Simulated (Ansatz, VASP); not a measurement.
# Ge (amorphous Ge at 5.05 g/cm^3): VASP beside Ansatz

Wanted: the spread between two codes on one cell, functional and k mesh. The cell is taken from a series of runs on this material, whose earlier steps may have relaxed, scaled, displaced or heated it; both programs get it as it stands.

Main program and level: Ansatz 0.2.0; plane waves, with VASP 6.6.1 beside it; single point at PBE.

## Step 1: The starting structure

The cell holds 72 atoms: 72 Ge. Its edges and angles: a = 11.980 Å, b = 11.980 Å, c = 11.980 Å, α = 90.0°, β = 90.0°, γ = 90.0°. As first built, before any earlier steps moved the atoms (in the runner's words): 72 atoms (72 Ge) placed at random at 5.05 g/cm^3, melted at 3500 K for 10 ps at fixed volume with the Tersoff potential (Tersoff, Phys. Rev. B 39, 5566 (1989)). Quenched from 3500 K to 300 K at 20 K/ps and fixed volume, annealed at 800 K for 20 ps, held 5 ps, then minimised at fixed cell.

## Step 2: VASP: single point, PBE, pair 1

With cell and atoms fixed, the geometry can't cause a difference; cores, projectors, grids and the points listed under the comparison can.

Lines of VASP's logs that name or quote its potential files are left out, and so is its time.

Contents of INCAR:

```
SYSTEM = Ge
PREC = Accurate
ENCUT = 410
EDIFF = 1E-06
NELM = 120
ISMEAR = -1
SIGMA = 0.025
LREAL = Auto
ALGO = Normal
GGA = PE
NBANDS = 584
LORBIT = 11
LWAVE = .FALSE.
LCHARG = .FALSE.
ISIF = 2
LASPH = .TRUE.
GGA_COMPAT = .FALSE.
EFERMI = MIDGAP
NCORE = 2
```

Contents of POSCAR:

```
Ge
1.0
   11.9803000000      0.0000000000      0.0000000000
    0.0000000000     11.9803000000      0.0000000000
    0.0000000000      0.0000000000     11.9803000000
Ge
72
Direct
    0.9331400000      0.9321700000      0.1010600000
    0.1544100000      0.7021800000      0.6316000000
    0.7843300000      0.7174200000      0.5640000000
    0.8850400000      0.5517400000      0.4902100000
    0.2747400000      0.1445500000      0.5973200000
    0.7537600000      0.2763500000      0.5867800000
    0.8655700000      0.2272400000      0.9254300000
    0.9520400000      0.6407100000      0.3106500000
    0.9239900000      0.1405500000      0.5826400000
    0.2811300000      0.2587500000      0.4324400000
    0.3437400000      0.7056700000      0.5406100000
    0.0236500000      0.3742000000      0.9167900000
    0.9552100000      0.1144700000      0.2187600000
    0.5554200000      0.9058100000      0.3789600000
    0.2690300000      0.9785800000      0.4783500000
    0.4331400000      0.3901800000      0.9297200000
    0.1488700000      0.0810800000      0.8842300000
    0.6206200000      0.4478900000      0.8553500000
    0.8002900000      0.2130800000      0.1191800000
    0.5853700000      0.3880500000      0.2754000000
    0.1144400000      0.7577600000      0.3189600000
    0.8765500000      0.9799200000      0.7240000000
    0.5768000000      0.1159500000      0.8230000000
    0.2896500000      0.2231800000      0.1224800000
    0.4480600000      0.3907300000      0.4427000000
    0.3186600000      0.4814500000      0.7769900000
    0.1141200000      0.6896400000      0.9751500000
    0.0959300000      0.2003500000      0.0528000000
    0.4396600000      0.5334000000      0.6060300000
    0.8711400000      0.5124100000      0.8598800000
    0.4262200000      0.8086800000      0.2392700000
    0.6210200000      0.6054600000      0.6884200000
    0.1103200000      0.1847100000      0.7023800000
    0.0870500000      0.8736500000      0.4877500000
    0.1198200000      0.3923200000      0.3932000000
    0.9536300000      0.7964600000      0.6640300000
    0.9530500000      0.2531200000      0.3916800000
    0.3013000000      0.6845200000      0.3446000000
    0.7926300000      0.4758900000      0.6645300000
    0.5505400000      0.8055500000      0.7375300000
    0.4604700000      0.1763700000      0.9928600000
    0.4118600000      0.8020000000      0.8932300000
    0.8260700000      0.4033000000      0.1799000000
    0.0144800000      0.4718100000      0.2198000000
    0.1231600000      0.4989600000      0.0524000000
    0.8064200000      0.8304100000      0.9548400000
    0.1162600000      0.8368600000      0.1284000000
    0.9504200000      0.0400300000      0.9086200000
    0.3362600000      0.9988700000      0.9574900000
    0.7808500000      0.3892600000      0.3897500000
    0.4529900000      0.8884100000      0.5630300000
    0.7303400000      0.5112200000      0.0259000000
    0.3014900000      0.4860800000      0.3117800000
    0.2552000000      0.6807900000      0.8260600000
    0.3188900000      0.1008100000      0.2964500000
    0.7563100000      0.8575100000      0.4052900000
    0.5198900000      0.5069500000      0.1005400000
    0.9414700000      0.7071900000      0.8596500000
    0.4984100000      0.7190800000      0.0725600000
    0.5955800000      0.2002300000      0.1642600000
    0.7026700000      0.7083500000      0.0771700000
    0.3106800000      0.4303800000      0.1126300000
    0.5268800000      0.1040600000      0.3345200000
    0.4694800000      0.0935900000      0.6459200000
    0.2932600000      0.9436100000      0.1525000000
    0.8254900000      0.7809000000      0.2264600000
    0.7087800000      0.2695000000      0.7960600000
    0.1317500000      0.3876400000      0.7370400000
    0.0774900000      0.5086200000      0.5698700000
    0.9224200000      0.9976600000      0.4185600000
    0.6903000000      0.9385000000      0.8143500000
    0.5618200000      0.2174400000      0.5073100000
```

Contents of KPOINTS:

```
Automatic mesh
0
Gamma
1 1 1
0 0 0
```

The projector-augmented-wave data sets are Ge_d (PBE family, release 64).

Command:

```console
mpirun -np 8 vasp_gam
```

Numbers of over 12 decimals in the logs are rounded to 6 here.

The log of the run:

```text
[banner, memory and clock lines left out]
running    8 mpi-ranks, on    1 nodes
[...]
LDA part: xc-table for (Slater+PW92), standard interpolation
 POSCAR, INCAR and KPOINTS ok, starting setup
[...]
entering main loop
       N       E                     dE             d eps       ncg     rms          rms(c)
DAV:   1     0.193641418727E+05    0.19364E+05   -0.36260E+05  1192   0.484E+03
DAV:   2     0.450376472534E+04   -0.14860E+05   -0.14360E+05  1168   0.109E+03
DAV:   3     0.591465817430E+03   -0.39123E+04   -0.37550E+04  1168   0.301E+02
DAV:   4    -0.224162264884E+03   -0.81563E+03   -0.75127E+03  1336   0.129E+02
[...]
DAV:  18    -0.307365907778E+03   -0.72943E-05   -0.62195E-05  1408   0.263E-02    0.256E-03
DAV:  19    -0.307365909624E+03   -0.18455E-05   -0.18603E-05  1104   0.202E-02    0.227E-03
DAV:  20    -0.307365909545E+03    0.78551E-07   -0.12289E-06   712   0.153E-02
   1 F= -.30736591E+03 E0= -.30734108E+03  d E =-.496600E-01
```

Parts of OUTCAR (step 2):

```text
 POSITION                                       TOTAL-FORCE (eV/Angst)
 -----------------------------------------------------------------------------------
     11.17930     11.16768      1.21073        -0.085684     -0.501683     -0.165161
      1.84988      8.41233      7.56676         0.290722     -0.301874      0.272205
      9.39651      8.59491      6.75689        -0.124940      0.117724      0.081637
     10.60304      6.61001      5.87286         0.173219     -0.142002     -0.562229
      3.29147      1.73175      7.15607         0.105267     -0.519188      0.469536
      9.03027      3.31076      7.02980        -0.351210      0.021967      0.180918
     10.36979      2.72240     11.08693        -0.160331      0.129108     -0.288390
     11.40572      7.67590      3.72168         0.086682     -0.004359      0.275471
     11.06968      1.68383      6.98020         0.195740      0.070057      0.536892
      3.36802      3.09990      5.18076        -0.415973      0.441034     -0.280781
      4.11811      8.45414      6.47667         0.110421      0.423706      0.140749
      0.28333      4.48303     10.98342        -0.069884      0.232710      0.026499
     11.44370      1.37138      2.62081         0.276766      0.061980     -0.196651
      6.65410     10.85188      4.54005         0.153797     -0.280410      0.096383
[...]
-----------------------------------------------------------------------------------
    total drift:                               -0.010895     -0.008919     -0.017054

  FREE ENERGIE OF THE ION-ELECTRON SYSTEM (eV)
  ---------------------------------------------------
  free  energy   TOTEN  =      -307.3659095453 eV

  energy  without entropy=     -307.3162495846  energy(sigma->0) =     -307.34107956
```

The run ends at a pressure of 1.25 GPa, with forces up to 0.75 eV/Å.

## Step 3: Ansatz: single point, PBE, pair 1

Ansatz runs on its default PAW (the set named soft_2) files.

The same cell, functional, mesh and smearing now go to Ansatz, which takes its cutoff from its data sets.

Contents of input.yaml:

```yaml
crystal:
  lattice:
    - [11.9803, 0.0, 0.0]
    - [0.0, 11.9803, 0.0]
    - [0.0, 0.0, 11.9803]
  atoms:
    - { symbol: Ge, position: [0.93314, 0.93217, 0.10106] }
    - { symbol: Ge, position: [0.15441, 0.70218, 0.6316] }
    - { symbol: Ge, position: [0.78433, 0.71742, 0.564] }
    - { symbol: Ge, position: [0.88504, 0.55174, 0.49021] }
    - { symbol: Ge, position: [0.27474, 0.14455, 0.59732] }
    - { symbol: Ge, position: [0.75376, 0.27635, 0.58678] }
    - { symbol: Ge, position: [0.86557, 0.22724, 0.92543] }
    - { symbol: Ge, position: [0.95204, 0.64071, 0.31065] }
    - { symbol: Ge, position: [0.92399, 0.14055, 0.58264] }
    - { symbol: Ge, position: [0.28113, 0.25875, 0.43244] }
    - { symbol: Ge, position: [0.34374, 0.70567, 0.54061] }
    - { symbol: Ge, position: [0.02365, 0.3742, 0.91679] }
    - { symbol: Ge, position: [0.95521, 0.11447, 0.21876] }
    - { symbol: Ge, position: [0.55542, 0.90581, 0.37896] }
    - { symbol: Ge, position: [0.26903, 0.97858, 0.47835] }
    - { symbol: Ge, position: [0.43314, 0.39018, 0.92972] }
    - { symbol: Ge, position: [0.14887, 0.08108, 0.88423] }
    - { symbol: Ge, position: [0.62062, 0.44789, 0.85535] }
    - { symbol: Ge, position: [0.80029, 0.21308, 0.11918] }
    - { symbol: Ge, position: [0.58537, 0.38805, 0.2754] }
    - { symbol: Ge, position: [0.11444, 0.75776, 0.31896] }
    - { symbol: Ge, position: [0.87655, 0.97992, 0.724] }
    - { symbol: Ge, position: [0.5768, 0.11595, 0.823] }
    - { symbol: Ge, position: [0.28965, 0.22318, 0.12248] }
    - { symbol: Ge, position: [0.44806, 0.39073, 0.4427] }
    - { symbol: Ge, position: [0.31866, 0.48145, 0.77699] }
    - { symbol: Ge, position: [0.11412, 0.68964, 0.97515] }
    - { symbol: Ge, position: [0.09593, 0.20035, 0.0528] }
    - { symbol: Ge, position: [0.43966, 0.5334, 0.60603] }
    - { symbol: Ge, position: [0.87114, 0.51241, 0.85988] }
    - { symbol: Ge, position: [0.42622, 0.80868, 0.23927] }
    - { symbol: Ge, position: [0.62102, 0.60546, 0.68842] }
    - { symbol: Ge, position: [0.11032, 0.18471, 0.70238] }
    - { symbol: Ge, position: [0.08705, 0.87365, 0.48775] }
    - { symbol: Ge, position: [0.11982, 0.39232, 0.3932] }
    - { symbol: Ge, position: [0.95363, 0.79646, 0.66403] }
    - { symbol: Ge, position: [0.95305, 0.25312, 0.39168] }
    - { symbol: Ge, position: [0.3013, 0.68452, 0.3446] }
    - { symbol: Ge, position: [0.79263, 0.47589, 0.66453] }
    - { symbol: Ge, position: [0.55054, 0.80555, 0.73753] }
    - { symbol: Ge, position: [0.46047, 0.17637, 0.99286] }
    - { symbol: Ge, position: [0.41186, 0.802, 0.89323] }
    - { symbol: Ge, position: [0.82607, 0.4033, 0.1799] }
    - { symbol: Ge, position: [0.01448, 0.47181, 0.2198] }
    - { symbol: Ge, position: [0.12316, 0.49896, 0.0524] }
    - { symbol: Ge, position: [0.80642, 0.83041, 0.95484] }
    - { symbol: Ge, position: [0.11626, 0.83686, 0.1284] }
    - { symbol: Ge, position: [0.95042, 0.04003, 0.90862] }
    - { symbol: Ge, position: [0.33626, 0.99887, 0.95749] }
    - { symbol: Ge, position: [0.78085, 0.38926, 0.38975] }
    - { symbol: Ge, position: [0.45299, 0.88841, 0.56303] }
    - { symbol: Ge, position: [0.73034, 0.51122, 0.0259] }
    - { symbol: Ge, position: [0.30149, 0.48608, 0.31178] }
    - { symbol: Ge, position: [0.2552, 0.68079, 0.82606] }
    - { symbol: Ge, position: [0.31889, 0.10081, 0.29645] }
    - { symbol: Ge, position: [0.75631, 0.85751, 0.40529] }
    - { symbol: Ge, position: [0.51989, 0.50695, 0.10054] }
    - { symbol: Ge, position: [0.94147, 0.70719, 0.85965] }
    - { symbol: Ge, position: [0.49841, 0.71908, 0.07256] }
    - { symbol: Ge, position: [0.59558, 0.20023, 0.16426] }
    - { symbol: Ge, position: [0.70267, 0.70835, 0.07717] }
    - { symbol: Ge, position: [0.31068, 0.43038, 0.11263] }
    - { symbol: Ge, position: [0.52688, 0.10406, 0.33452] }
    - { symbol: Ge, position: [0.46948, 0.09359, 0.64592] }
    - { symbol: Ge, position: [0.29326, 0.94361, 0.1525] }
    - { symbol: Ge, position: [0.82549, 0.7809, 0.22646] }
    - { symbol: Ge, position: [0.70878, 0.2695, 0.79606] }
    - { symbol: Ge, position: [0.13175, 0.38764, 0.73704] }
    - { symbol: Ge, position: [0.07749, 0.50862, 0.56987] }
    - { symbol: Ge, position: [0.92242, 0.99766, 0.41856] }
    - { symbol: Ge, position: [0.6903, 0.9385, 0.81435] }
    - { symbol: Ge, position: [0.56182, 0.21744, 0.50731] }
kpoints:
  mp_grid: { grid: [1, 1, 1] }
hamiltonian:
  xc: pbe
scf:
  occupations: { method: fermi_dirac, width: 0.025 }
output:
  forces: true
```

Command:

```console
ansatz run input.yaml --threads 4 --pin off --max-ram 8192MiB --backend cpu --events-out ev --progress --plain --runs-dir out
```

The log of the run:

```text
Engine: ansatz 0.2.0, aarch64-unknown-linux-gnu
Pseudopotentials: kind: paw
Pseudopotential: Ge, paw, valence charge 14, recommended cutoff 420 eV (normal), Ge.paw.azcp
Functional definition: PBE
  parameter kappa = 0.804
  parameter beta = 0.066725
  exchange = pbe_x(kappa = kappa, mu = beta*pi^2/3)
  correlation = pbe_c(beta = beta)
Crystal: 72 atoms, lattice volume = 1719.504 Å³
Basis set: ecut = 420 eV, 33401 PW (Γ), exchange–correlation on 162×162×162 points (8 copies of the dense FFT grid, shifted against one another)
Bands: 576, of which v1, the nominal top of the filled ones, is band 504 counted from 1 (503 counted from 0)
Symmetry: 1 space group operations
Space group: P1 (ITA 1), of the structure as read, at distance tolerance 1.2e-4 Å
k-points: 1
Non-local potential: Ge, projectors of the file, l = 0: 2, l = 1: 2, l = 2: 3, l = 3: 1
PAW form: soft (Blöchl's): semilocal exchange-correlation on the pseudo side does not see the compensation charge
PAW one-centre angular grid: Ge, 590 points (default); XC on 64 Gauss nodes
Initial density: superposition of atomic densities (neutral atoms: chi_scale 0, normalization atom), corrected by the library's trained network
Initial wavefunctions: pseudopotential atomic-orbital guess
Functional: x = pbe(κ = 0.804, μ = 0.219515), c = pbe(β = 0.066725)
SCF iter   1: F=—  HF=-309221.075428 eV  |F-HF|=—  |Δ(HF+E_count)|=         —  Δρ=3.82e-3  dr2=7.89e-1  ethr=1.77e-3  ⟨swp⟩=6.0  Hψ=2035  notcnv=0  defer=2
preconditioner: auto → LDOS  [insulator: Δε(μ)=0.124 eV  Ē_g=21.350 eV  σ=0.025 eV  W_gap=0.84  n_scr=460 (ndim 8)  ℏωp=28.4 eV  f_vac=0.100  D(μ)=14.13/eV (n_scr^D=56)  ε∞_Penn≈2.8  β→1.0]
SCF iter   2: F=—  HF=-309220.977025 eV  |F-HF|=—  |Δ(HF+E_count)|=   9.84e-2  Δρ=2.38e-3  dr2=3.16e-1  ethr=7.83e-5  ⟨swp⟩=3.0  Hψ=1198  notcnv=0  defer=56
SCF iter   3: F=—  HF=-309220.903541 eV  |F-HF|=—  |Δ(HF+E_count)|=   7.35e-2  Δρ=5.47e-4  dr2=1.62e-2  ethr=3.13e-5  ⟨swp⟩=4.0  Hψ=1031  notcnv=0  defer=56
SCF iter   4: F=—  HF=-309220.900437 eV  |F-HF|=—  |Δ(HF+E_count)|=   3.10e-3  Δρ=1.48e-4  dr2=7.37e-4  ethr=1.61e-6  ⟨swp⟩=3.0  Hψ=1229  notcnv=0  defer=56
SCF iter   5: F=—  HF=-309220.900508 eV  |F-HF|=—  |Δ(HF+E_count)|=   7.05e-5  Δρ=5.20e-5  dr2=1.04e-4  ethr=7.31e-8  ⟨swp⟩=3.0  Hψ=1248  notcnv=0  defer=56
SCF iter   6: F=—  HF=-309220.900517 eV  |F-HF|=—  |Δ(HF+E_count)|=   9.49e-6  Δρ=1.64e-5  dr2=8.86e-6  ethr=1.03e-8  ⟨swp⟩=3.0  Hψ=1232  notcnv=0  defer=56
SCF iter   7: F=—  HF=-309220.901923 eV  |F-HF|=—  |Δ(HF+E_count)|=   1.41e-3  Δρ=5.74e-6  dr2=1.01e-6  ethr=8.79e-10  ⟨swp⟩=3.0  Hψ=1355  notcnv=0  defer=56
SCF iter   8: F=—  HF=-309220.901923 eV  |F-HF|=—  |Δ(HF+E_count)|=   3.34e-7  Δρ=1.94e-6  dr2=1.13e-7  ethr=9.97e-11  ⟨swp⟩=2.0  Hψ=941  notcnv=0  defer=56
SCF iter   9: F=-309220.901923 eV  HF=-309220.901923 eV  |F-HF|=9.31e-10  |Δ(HF+E_count)|=   5.10e-8  Δρ=6.74e-7  dr2=1.22e-8  ethr=9.92e-12  ⟨swp⟩=3.0  Hψ=1504  notcnv=0
SCF 1 converged in 9 iterations: F = -309220.901923 eV  dr2 = 1.22e-8
  greatest PAW one-centre occupation: 0.998 electrons in one spin orbital (limit 2), on the Ge atom at site 38 (counted from 0), in its partial waves of l = 2
SCF converged after 9 iterations
Free energy (F): -309220.901923 eV
Harris-Foulkes:  -309220.901923 eV  (|F-HF|=9.31e-10)
Internal energy: -309220.852680 eV  (E = F + TS)
E sigma→0 (E₀):  -309220.877302 eV
Entropy (-TS):   -0.049243 eV (-0.684 meV/atom)
Fermi energy:    7.775817 eV
--- Per-component energies (eV) ---
  E_band       = -11363.565647
  E_kinetic    = 7978.307507
  E_local      = -185643.462145  (includes V_loc(G=0)·N_el)
  E_nonlocal   = 30046.443737
  E_hartree    = 81622.887516
  E_xc         = -5426.750003
  E_vxc        = -4628.914466  (∫ρ·V_xc dr)
  E_paw        = -145338.467177  (= ΣΔE_a)
  E_vpaw       = -22361.745988  (= ΣTr[D̂ρ^β])
  E_aug_tail   = 0.021857  (compensation charges beyond the density's cutoff)
  E_ewald      = -92459.833974
  E_smearing   = -0.049243  (= −TS)
  E_closure    = 0.000000  (closes the sum)
  Σ components = -309220.901923   (vs F -309220.901923, Δ=0.00e0)
--- Forces (eV/Å), atoms counted from 1 ---
  atom   1  Ge    -0.08716265    -0.49926847    -0.16544103
  atom   2  Ge     0.28578361    -0.29903988     0.27207486
  atom   3  Ge    -0.12522258     0.11426745     0.08489376
  atom   4  Ge     0.17176020    -0.14164209    -0.56056343
  atom   5  Ge     0.10847224    -0.52022634     0.46975862
  atom   6  Ge    -0.35108425     0.02643994     0.17947585
  atom   7  Ge    -0.15784399     0.13236295    -0.28730643
  atom   8  Ge     0.08412255    -0.00386818     0.27505230
  atom   9  Ge     0.19310823     0.06956599     0.53604511
  atom  10  Ge    -0.41455627     0.44273521    -0.28363534
  atom  11  Ge     0.10976501     0.42522605     0.14403171
  atom  12  Ge    -0.07411210     0.22817705     0.02741430
  atom  13  Ge     0.27605767     0.06205299    -0.19518539
  atom  14  Ge     0.15153387    -0.28318096     0.09463729
  atom  15  Ge    -0.01445163     0.04360041    -0.16544744
  atom  16  Ge    -0.45117154    -0.43563900     0.11920587
  atom  17  Ge     0.31745343     0.41009719     0.16072043
  atom  18  Ge    -0.13033455     0.43915600    -0.05659093
  atom  19  Ge    -0.59550571    -0.18968044     0.32679465
  atom  20  Ge     0.24744683    -0.01069343    -0.01041368
  atom  21  Ge    -0.37693527     0.12457581    -0.05504129
  atom  22  Ge    -0.19989973     0.29389192    -0.00225142
  atom  23  Ge     0.06682683    -0.13048591     0.73798460
  atom  24  Ge     0.06022759     0.17823778     0.12234526
[...]
atom  65  Ge    -0.12271480     0.02823335     0.03642230
  atom  66  Ge    -0.22187239     0.35449641     0.17777456
  atom  67  Ge     0.23154818    -0.19467417    -0.01001974
  atom  68  Ge    -0.00905297    -0.19932239     0.19777731
  atom  69  Ge    -0.16797239     0.15302967    -0.24258854
  atom  70  Ge    -0.01446194    -0.21601146    -0.30481448
  atom  71  Ge     0.25138993    -0.12884013    -0.00818038
  atom  72  Ge     0.33472753     0.01284733    -0.09157706
  max |Σ_I F_I| component: 3.24e-5 eV/Å
```

The column dr2 measures how far the density is from self-consistency, as an energy; F and HF (Harris–Foulkes) agree once it is small.

## Step 4: Comparison

Known differences besides the potentials themselves: the cutoff is 420 eV in Ansatz and 410 eV in VASP (PREC = Accurate, projectors in real space). Total energies have different zeros and are not compared.

The two programs side by side:

```
              quantity  Ansatz   VASP  difference
gap on the k mesh (eV)   0.105  0.104      +0.001
```

Forces on 10 of the 72 atoms, those with the largest forces and the largest differences (eV/Å; atoms numbered as in POSCAR):

```
atom          Ansatz x, y, z            VASP x, y, z
 Ge5    0.108, -0.520, 0.470    0.105, -0.519, 0.470
Ge10   -0.415, 0.443, -0.284   -0.416, 0.441, -0.281
Ge19   -0.596, -0.190, 0.327   -0.595, -0.186, 0.328
Ge23    0.067, -0.130, 0.738    0.066, -0.127, 0.741
Ge24     0.060, 0.178, 0.122     0.056, 0.184, 0.124
Ge33   -0.359, -0.094, 0.053   -0.349, -0.091, 0.048
Ge34   -0.206, 0.505, -0.386   -0.203, 0.507, -0.389
Ge44  -0.065, -0.149, -0.009  -0.070, -0.145, -0.016
Ge50   -0.189, 0.065, -0.696   -0.188, 0.064, -0.698
Ge52   0.668, -0.177, -0.150   0.671, -0.174, -0.150
```

The forces differ by 2.4 meV/Å r.m.s., which is 1.0 % of the r.m.s. force of 0.241 eV/Å (both taken over all components). A gap on the mesh is an upper bound, since the band edges may lie between its points.

(Continued in part 2 of 2.)

[Lines on the potential files, build, host, timing and source positions are cut from VASP's logs without a mark.]

[Logs are printed without paths, hosts, clocks, repeated set-up lines and the standing remarks that a program may print on its own settings, such as how far it seeks lower states.]

[Hosts, paths, dates, database ids (printed as entryN), source tags and the programs' standing remarks are cut or masked in the printed files.]
